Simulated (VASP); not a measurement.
# How thick must a slab of Cu(100) be?, part 7 of 7

How many layers does a slab of Cu(100) need before surface energy, work function and relaxation settle?

VASP 6.6.1; PBE; plane waves and PAW (Cu).

So far. Step 19 (The vacuum level, layers 11): The vacuum level lies 4.51 eV above the Fermi level at the upper face; both faces agree, as the slab has next to no dipole. Step 20 (Relaxing the slab, layers 12): The run ended after 15 ionic steps, 0.012 eV below its first step, once the forces on the free atoms met EDIFFG = -0.01.

### 21. The vacuum level, layers 12

INCAR reads:

```
SYSTEM = Cu
PREC = Normal
ENCUT = 330
EDIFF = 1E-06
NELM = 120
ISMEAR = 1
SIGMA = 0.15
LREAL = .FALSE.
ALGO = Fast
GGA = PE
NBANDS = 81
LASPH = .TRUE.
LORBIT = 11
LWAVE = .FALSE.
LCHARG = .FALSE.
KPAR = 4
IDIPOL = 3
LDIPOL = .TRUE.
DIPOL = 0.5 0.5 0.5
LVHAR = .TRUE.
LVACPOTAV = .TRUE.
```

POSCAR reads:

```
Cu
1.0
    2.5656253229      0.0000000000      0.0000000000
    0.0000000000      2.5656253229      0.0000000000
    0.0000000000      0.0000000000     34.9558817018
Cu
12
Direct
    0.5000000000      0.5000000000      0.2153058086
    0.0000000000      0.0000000000      0.2657082162
    0.5000000000      0.5000000000      0.3180577606
    0.0000000000      0.0000000000      0.3701656170
    0.5000000000      0.5000000000      0.4221129079
    0.0000000000      0.0000000000      0.4740681265
    0.5000000000      0.5000000000      0.5259318735
    0.0000000000      0.0000000000      0.5778870921
    0.5000000000      0.5000000000      0.6298343830
    0.0000000000      0.0000000000      0.6819422394
    0.5000000000      0.5000000000      0.7342917838
    0.0000000000      0.0000000000      0.7846941914
```

KPOINTS reads:

```
Automatic mesh
0
Gamma
13 13 1
0 0 0
```

Potentials, in the order of the species: Cu (PBE family, release 64).

Launch:

```console
$ mpirun -np 4 vasp_std
```

The log of the run:

```text
[... set-up lines as in an earlier step ...]
 entering main loop
       N       E                     dE             d eps       ncg     rms          rms(c)
DAV:   1     0.113537460341E+04    0.11354E+04   -0.43730E+04  4600   0.185E+03
DAV:   2     0.103803402670E+03   -0.10316E+04   -0.99869E+03  4536   0.422E+02
DAV:   3    -0.473078426954E+02   -0.15111E+03   -0.13894E+03  4644   0.207E+02
DAV:   4    -0.537095316009E+02   -0.64017E+01   -0.63283E+01  5026   0.604E+01
[...]
RMM:  13    -0.436573172335E+02    0.22976E-04   -0.62020E-03  5678   0.365E-01    0.646E-02
RMM:  14    -0.436572233727E+02    0.93861E-04   -0.11241E-03  5235   0.209E-01    0.589E-02
RMM:  15    -0.436571051097E+02    0.11826E-03   -0.48293E-04  5087   0.153E-01    0.215E-02
WARNING in EDDRMM: call to ZHEGV failed, returncode =   8  4     80
RMM:  16    -0.436571318136E+02   -0.26704E-04   -0.21317E-04  5280   0.864E-02    0.137E-02
RMM:  17    -0.436571924068E+02   -0.60593E-04   -0.81456E-05  5323   0.519E-02    0.141E-02
RMM:  18    -0.436572550494E+02   -0.62643E-04   -0.36867E-05  5283   0.313E-02    0.638E-03
RMM:  19    -0.436573285494E+02   -0.73500E-04   -0.23085E-05  4959   0.203E-02    0.434E-03
[...]
RMM:  24    -0.436574161234E+02   -0.11494E-04   -0.43145E-07  3022   0.423E-03    0.101E-03
RMM:  25    -0.436574242762E+02   -0.81528E-05   -0.43664E-07  3044   0.459E-03    0.777E-04
RMM:  26    -0.436574251550E+02   -0.87879E-06   -0.12500E-07  2835   0.294E-03
 [... a notice as in an earlier step ...]

   1 F= -.43657425E+02 E0= -.43658720E+02  d E =0.388555E-02
```

Run time: 39 s. Hardware: 4 MPI ranks of Intel Xeon 6975P-C (Granite Rapids), shared host; peak memory 1.1 GiB; 2.5 min of CPU time.

From OUTCAR (step 21):

```text
  Total       -0.8519178     -0.8519178      0.3481291      0.0000000      0.0000000      0.0000000
  in kB       -5.9320054     -5.9320054      2.4240644      0.0000000      0.0000000      0.0000000
  external PRESSURE =      -3.1466488 kB  Pullay stress =       0.0000000 kB

 POSITION                                       TOTAL-FORCE (eV/Angst)
 -----------------------------------------------------------------------------------
      1.28281      1.28281      7.52620         0.000000     -0.000000     -0.000321
      0.00000      0.00000      9.28806         0.000000      0.000000     -0.002438
      1.28281      1.28281     11.11799         0.000000     -0.000000     -0.004322
      0.00000      0.00000     12.93947         0.000000      0.000000     -0.008128
      1.28281      1.28281     14.75533         0.000000      0.000000     -0.005032
      0.00000      0.00000     16.57147         0.000000      0.000000     -0.004684
      1.28281      1.28281     18.38441        -0.000000     -0.000000      0.004684
      0.00000      0.00000     20.20055         0.000000     -0.000000      0.005032
      1.28281      1.28281     22.01642         0.000000     -0.000000      0.008128
      0.00000      0.00000     23.83789         0.000000      0.000000      0.004322
      1.28281      1.28281     25.66782         0.000000     -0.000000      0.002438
      0.00000      0.00000     27.42968        -0.000000      0.000000      0.000321
 -----------------------------------------------------------------------------------
    total drift:                                0.000000      0.000000      0.000000

  FREE ENERGIE OF THE ION-ELECTRON SYSTEM (eV)
  ---------------------------------------------------
  free  energy   TOTEN  =       -43.6574251550 eV

  energy  without entropy=      -43.6613107047  energy(sigma->0) =      -43.65872034

[... 2 parts as in an earlier step ...]

[... 1 further part left out ...]
[key lines of the parts left out:]
E-fermi :   3.0065
```

The planar average of the electrostatic potential oscillates, so the rows of the table below give means over windows of 1.86 Å about each position, cut where the curve ends. Its maxima inside the range that stand out by 2 % of the span (Å: eV): 8.4: -1.93, 10.2: -1.33, 12.0: -1.31, 13.9: -1.43, 15.6: -1.50, 17.5: -1.42, 19.3: -1.50, 21.1: -1.43, 22.9: -1.31, 24.8: -1.33, 26.5: -1.93. Its minima: 7.5: -12.3, 9.3: -12.6, 11.1: -12.5, 12.9: -12.5, 14.7: -12.5, 16.6: -12.5, 18.4: -12.5, 20.2: -12.5, 22.1: -12.5, 23.8: -12.5, 25.7: -12.6, 27.4: -12.3.

Zero at the Fermi level. Table of planar average of the electrostatic potential by height; means over each step:

```csv
height (Å),planar average of the electrostatic potential (eV)
0.93,4.48
2.79,4.48
4.65,4.43
6.51,-0.900
8.37,-7.94
10.23,-7.48
12.09,-7.55
13.95,-7.61
15.81,-7.60
17.67,-7.61
19.53,-7.58
21.39,-7.57
23.25,-7.49
25.11,-7.46
26.97,-7.64
28.83,2.05
30.69,4.46
32.55,4.48
34.41,4.48
```

The vacuum level lies 4.47 eV above the Fermi level at the upper face; both faces agree, as the slab has next to no dipole.

The program found no field-free point at its default tolerance, but its printed level agrees with the flat part of the planar average.

### 22. Surface relaxation, layers 14

System of this step: Cu(100). The cell holds 14 atoms: 14 Cu. Its edges and angles: a = 2.566 Å, b = 2.566 Å, c = 38.584 Å, α = 90.0°, β = 90.0°, γ = 90.0°. It derives from Cu. 14 layers of fcc Cu, cut at this functional's lattice. Vacuum lies along c.

INCAR reads:

```
SYSTEM = Cu
PREC = Normal
ENCUT = 330
EDIFF = 1E-06
NELM = 120
ISMEAR = 1
SIGMA = 0.15
LREAL = Auto
ALGO = Fast
GGA = PE
NBANDS = 95
LASPH = .TRUE.
LORBIT = 11
LWAVE = .FALSE.
LCHARG = .FALSE.
KPAR = 4
IBRION = 2
NSW = 50
ISIF = 2
EDIFFG = -0.01
POTIM = 0.4
MAXMIX = 40
```

POSCAR reads:

```
Cu
1.0
    2.5656253229      0.0000000000      0.0000000000
    0.0000000000      2.5656253229      0.0000000000
    0.0000000000      0.0000000000     38.5842238294
Cu
14
Direct
    0.5000000000      0.5000000000      0.1943799600
    0.0000000000      0.0000000000      0.2413984300
    0.5000000000      0.5000000000      0.2884169000
    0.0000000000      0.0000000000      0.3354353600
    0.5000000000      0.5000000000      0.3824538300
    0.0000000000      0.0000000000      0.4294723000
    0.5000000000      0.5000000000      0.4764907700
    0.0000000000      0.0000000000      0.5235092300
    0.5000000000      0.5000000000      0.5705277000
    0.0000000000      0.0000000000      0.6175461700
    0.5000000000      0.5000000000      0.6645646400
    0.0000000000      0.0000000000      0.7115831000
    0.5000000000      0.5000000000      0.7586015700
    0.0000000000      0.0000000000      0.8056200400
```

KPOINTS is that of step 21.

Launch:

```console
$ mpirun -np 4 vasp_std
```

The log of the run:

```text
[banner, memory and clock lines left out]
running    4 mpi-ranks, on    1 nodes
[...]
LDA part: xc-table for (Slater+PW92), standard interpolation
 POSCAR, INCAR and KPOINTS ok, starting setup
[...]
entering main loop
       N       E                     dE             d eps       ncg     rms          rms(c)
DAV:   1     0.135010945015E+04    0.13501E+04   -0.50261E+04  5416   0.188E+03
DAV:   2     0.138010688000E+03   -0.12121E+04   -0.11732E+04  5320   0.432E+02
DAV:   3    -0.535380038689E+02   -0.19155E+03   -0.17559E+03  5455   0.214E+02
DAV:   4    -0.628954671774E+02   -0.93575E+01   -0.92204E+01  5807   0.674E+01
[...]
RMM:  25    -0.511192163326E+02   -0.82177E-05   -0.58108E-07  3076   0.597E-03    0.144E-03
RMM:  26    -0.511192218859E+02   -0.55532E-05   -0.27355E-07  3053   0.344E-03    0.278E-04
RMM:  27    -0.511192224986E+02   -0.61273E-06   -0.54651E-08  2899   0.146E-03
   1 F= -.51119222E+02 E0= -.51120659E+02  d E =-.511192E+02
[... from here on, the cycles between the ionic steps are left out ...]
   2 F= -.51124919E+02 E0= -.51126380E+02  d E =-.569631E-02
   3 F= -.51129398E+02 E0= -.51130901E+02  d E =-.101752E-01
   5 F= -.51129421E+02 E0= -.51130947E+02  d E =-.101983E-01
   7 F= -.51130464E+02 E0= -.51131988E+02  d E =-.104353E-02
   9 F= -.51130740E+02 E0= -.51132254E+02  d E =-.131908E-02
  11 F= -.51130740E+02 E0= -.51132255E+02  d E =-.131955E-02
  13 F= -.51131155E+02 E0= -.51132733E+02  d E =-.414200E-03
  15 F= -.51131397E+02 E0= -.51132964E+02  d E =-.209035E-03
  17 F= -.51131590E+02 E0= -.51133162E+02  d E =-.401678E-03
  19 F= -.51131887E+02 E0= -.51133381E+02  d E =-.296960E-03
  21 F= -.51131980E+02 E0= -.51133487E+02  d E =-.390379E-03
  23 F= -.51132178E+02 E0= -.51133683E+02  d E =-.166959E-03
  24 F= -.51132190E+02 E0= -.51133691E+02  d E =-.178576E-03
  25 F= -.51132338E+02 E0= -.51133840E+02  d E =-.147956E-03
 trial-energy change:   -0.000148  1 .order   -0.000123   -0.000166   -0.000080
 step:   3.0964(harm=  4.6337)  dis= 0.00271  next Energy=   -51.132350 (dE=-0.160E-03)
 reached required accuracy - stopping structural energy minimisation
```

Elapsed: 7.2 min, on 4 MPI ranks; peak memory 1.3 GiB; 29 min of CPU time.

Parts of OUTCAR (step 22):

```text
  Total       -0.6669086     -0.6669086      0.7005919      0.0000000      0.0000000      0.0000000
  in kB       -4.2070788     -4.2070788      4.4195645      0.0000000      0.0000000      0.0000000
  external PRESSURE =      -1.3315311 kB  Pullay stress =       0.0000000 kB

 POSITION                                       TOTAL-FORCE (eV/Angst)
 -----------------------------------------------------------------------------------
      1.28281      1.28281      7.50986        -0.000000      0.000000     -0.009754
      0.00000      0.00000      9.27147        -0.000000      0.000000     -0.006305
      1.28281      1.28281     11.09766        -0.000000     -0.000000     -0.005720
      0.00000      0.00000     12.91693        -0.000000      0.000000      0.000289
      1.28281      1.28281     14.73893         0.000000      0.000000      0.004473
      0.00000      0.00000     16.55983        -0.000000     -0.000000      0.006932
      1.28281      1.28281     18.38007        -0.000000      0.000000      0.008408
      0.00000      0.00000     20.20415        -0.000000     -0.000000     -0.008408
      1.28281      1.28281     22.02439        -0.000000      0.000000     -0.006932
      0.00000      0.00000     23.84530        -0.000000      0.000000     -0.004473
      1.28281      1.28281     25.66729         0.000000      0.000000     -0.000289
      2.56563      0.00000     27.48657        -0.000000      0.000000      0.005720
      1.28281      1.28281     29.31275         0.000000      0.000000      0.006305
      2.56563      0.00000     31.07436        -0.000000      0.000000      0.009754
 -----------------------------------------------------------------------------------
    total drift:                                0.000000     -0.000000      0.000000

  FREE ENERGIE OF THE ION-ELECTRON SYSTEM (eV)
  ---------------------------------------------------
  free  energy   TOTEN  =       -51.1323378862 eV

  energy  without entropy=      -51.1368451569  energy(sigma->0) =      -51.13384031

[... 1 part as in an earlier step ...]

[... 3 further parts left out ...]
[key lines of the parts left out:]
E-fermi :   3.4403
```

The run ended after 25 ionic steps, 0.013 eV below its first step, once the forces on the free atoms met EDIFFG = -0.01.

### 23. The vacuum level, layers 14

Changes to INCAR since step 22:

```diff
@@ -16,7 +16,6 @@
 KPAR = 4
-IBRION = 2
-NSW = 50
-ISIF = 2
-EDIFFG = -0.01
-POTIM = 0.4
-MAXMIX = 40
+IDIPOL = 3
+LDIPOL = .TRUE.
+DIPOL = 0.5 0.5 0.5
+LVHAR = .TRUE.
+LVACPOTAV = .TRUE.
```

POSCAR reads:

```
Cu
1.0
    2.5656253229      0.0000000000      0.0000000000
    0.0000000000      2.5656253229      0.0000000000
    0.0000000000      0.0000000000     38.5842238294
Cu
14
Direct
    0.5000000000      0.5000000000      0.1946355061
    0.0000000000      0.0000000000      0.2402918094
    0.5000000000      0.5000000000      0.2876215824
    0.0000000000      0.0000000000      0.3347723797
    0.5000000000      0.5000000000      0.3819935847
    0.0000000000      0.0000000000      0.4291865956
    0.5000000000      0.5000000000      0.4763622847
    0.0000000000      0.0000000000      0.5236377153
    0.5000000000      0.5000000000      0.5708134044
    0.0000000000      0.0000000000      0.6180064153
    0.5000000000      0.5000000000      0.6652276203
    0.0000000000      0.0000000000      0.7123784176
    0.5000000000      0.5000000000      0.7597081906
    0.0000000000      0.0000000000      0.8053644939
```

KPOINTS is that of step 22.

Launch:

```console
$ mpirun -np 4 vasp_std
```

The log of the run:

```text
[... set-up lines as in an earlier step ...]
 entering main loop
       N       E                     dE             d eps       ncg     rms          rms(c)
DAV:   1     0.135084642298E+04    0.13508E+04   -0.50254E+04  5416   0.188E+03
DAV:   2     0.137972417462E+03   -0.12129E+04   -0.11738E+04  5320   0.432E+02
DAV:   3    -0.537004063646E+02   -0.19167E+03   -0.17575E+03  5398   0.214E+02
DAV:   4    -0.629209945743E+02   -0.92206E+01   -0.90798E+01  5846   0.671E+01
[...]
RMM:  25    -0.511323304583E+02   -0.96581E-05   -0.82567E-07  3554   0.705E-03    0.192E-03
RMM:  26    -0.511323342970E+02   -0.38388E-05   -0.33629E-07  3500   0.460E-03    0.257E-04
RMM:  27    -0.511323351631E+02   -0.86609E-06   -0.58716E-08  3140   0.121E-03
 [... a notice as in an earlier step ...]

   1 F= -.51132335E+02 E0= -.51133840E+02  d E =0.451442E-02
```

Run time: 47 s. Hardware: 4 MPI ranks; peak memory 1.2 GiB; 3.1 min of CPU time.

OUTCAR, selected parts (step 23):

```text
  Total       -1.0743052     -1.0743052      0.2995260      0.0000000      0.0000000      0.0000000
  in kB       -6.7770706     -6.7770706      1.8895089      0.0000000      0.0000000      0.0000000
  external PRESSURE =      -3.8882108 kB  Pullay stress =       0.0000000 kB

 POSITION                                       TOTAL-FORCE (eV/Angst)
 -----------------------------------------------------------------------------------
      1.28281      1.28281      7.50986        -0.000000      0.000000     -0.010861
      0.00000      0.00000      9.27147         0.000000     -0.000000     -0.007283
      1.28281      1.28281     11.09766         0.000000     -0.000000     -0.006508
      0.00000      0.00000     12.91693         0.000000      0.000000     -0.000491
      1.28281      1.28281     14.73893         0.000000     -0.000000      0.003938
      0.00000      0.00000     16.55983         0.000000      0.000000      0.006605
      1.28281      1.28281     18.38007         0.000000     -0.000000      0.008135
      0.00000      0.00000     20.20415        -0.000000      0.000000     -0.008135
      1.28281      1.28281     22.02439         0.000000     -0.000000     -0.006605
      0.00000      0.00000     23.84530         0.000000      0.000000     -0.003938
      1.28281      1.28281     25.66729         0.000000     -0.000000      0.000491
      0.00000      0.00000     27.48657         0.000000      0.000000      0.006508
      1.28281      1.28281     29.31275         0.000000      0.000000      0.007283
      0.00000      0.00000     31.07436         0.000000     -0.000000      0.010861
 -----------------------------------------------------------------------------------
    total drift:                                0.000000      0.000000      0.000000

  FREE ENERGIE OF THE ION-ELECTRON SYSTEM (eV)
  ---------------------------------------------------
  free  energy   TOTEN  =       -51.1323351631 eV

  energy  without entropy=      -51.1368495847  energy(sigma->0) =      -51.13383997

[... 2 parts as in an earlier step ...]

[... 1 further part left out ...]
[key lines of the parts left out:]
E-fermi :   3.4401
```

The planar average of the electrostatic potential oscillates, so the rows of the table below give means over windows of 1.82 Å about each position, cut where the curve ends. Its maxima inside the range that stand out by 2 % of the span (Å: eV): 8.4: -2.00, 10.2: -1.28, 12.0: -1.34, 13.8: -1.33, 15.6: -1.35, 17.5: -1.35, 19.3: -1.30, 21.1: -1.35, 22.9: -1.35, 24.8: -1.33, 26.6: -1.34, 28.4: -1.28, 30.2: -2.00. Its minima: 7.5: -12.3, 9.2: -12.5, 11.1: -12.5, 13.0: -12.5, 14.8: -12.5, 16.6: -12.5, 18.3: -12.5, 20.3: -12.5, 22.0: -12.5, 23.8: -12.5, 25.6: -12.5, 27.4: -12.5, 29.4: -12.5, 31.1: -12.3.

Zero at the Fermi level. Table of planar average of the electrostatic potential by height; means over each step:

```csv
height (Å),planar average of the electrostatic potential (eV)
0.91,4.49
2.73,4.49
4.55,4.45
6.37,0.227
8.19,-7.81
10.01,-7.45
11.83,-7.47
13.65,-7.48
15.47,-7.49
17.29,-7.49
19.11,-7.45
20.93,-7.49
22.75,-7.49
24.57,-7.48
26.39,-7.48
28.21,-7.43
30.03,-7.88
31.85,-2.99
33.67,4.38
35.49,4.49
37.31,4.49
```

The vacuum level lies 4.49 eV above the Fermi level at the upper face; both faces agree, as the slab has next to no dipole.

The program found no field-free point at its default tolerance, and its printed vacuum level lies off the flat part of the planar average, by -0.02 eV at the upper face; the levels here are read from the flat part.

### 24. All thicknesses together

This step: a metal face over its thickness, PBE; plane waves and PAW (VASP 6.6.1).

Derived from the runs above.

This step gave:

| Property | Result |
| --- | --- |
| slope energy per layer | -3.737 eV |
| surface energy from the fit | 1.447 J/m² |

Symmetric slabs, all atoms free; energies from the ends of the relaxations. Thickness series, by row:

```csv
layers,slab energy plus 3.2 eV a layer (eV),surface energy from the bulk run (J/m²),work function (eV),change of the top spacing (%)
4,-0.9474,1.456,4.495,-2.687
5,-1.501,1.435,4.455,-3.106
6,-2.037,1.435,4.48,-2.497
7,-2.57,1.438,4.563,-2.356
8,-3.111,1.432,4.446,-2.746
9,-3.629,1.454,4.521,-2.825
10,-4.193,1.42,4.514,-2.689
11,-4.706,1.448,4.513,-2.639
12,-5.259,1.427,4.471,-2.883
14,-6.334,1.423,4.492,-2.897
```

The third column takes -3.7360 eV an atom from the bulk run, over twice the area of 6.582 Å². The fit needs no bulk run: the intercept of energy against layers is twice the area times the surface energy.

### 25. Summary of results

```json
{"surface energy from the fit": "1.45 J/m²", "slope energy per layer": "-3.74 eV"}
```

In words: A straight line through the slab energies from 7 to 12 layers gives a surface energy of 1.45 J/m² for Cu(100); with one or two rows fewer at either end it runs from 1.43 to 1.49. Its slope differs from the bulk run's energy by -0.9 meV a layer, and the value counted from the bulk run goes from 1.46 J/m² at 4 layers to 1.43 at 12. Over the series the work function lies between 4.45 and 4.56 eV, and the top spacing changes by -3.1 to -2.4 %. Slabs of more than 12 layers ran with LREAL = Auto and the others without, so they are kept out of the line. The top spacing is counted from the bulk run's spacing, and the inner spacings of a slab can differ from that too. Swings with thickness mix quantum size effects with the sampling of the mesh and the force threshold.

[Lines on the potential files, build, host, timing and source positions are cut from VASP's logs without a mark.]

[Logs are printed without paths, hosts, clocks, repeated set-up lines and the standing remarks that a program may print on its own settings, such as how far it seeks lower states.]

[Hosts, paths, dates, database ids (printed as entryN), source tags and the programs' standing remarks are cut or masked in the printed files.]

[Runs that stopped without an error message from VASP are left out.]
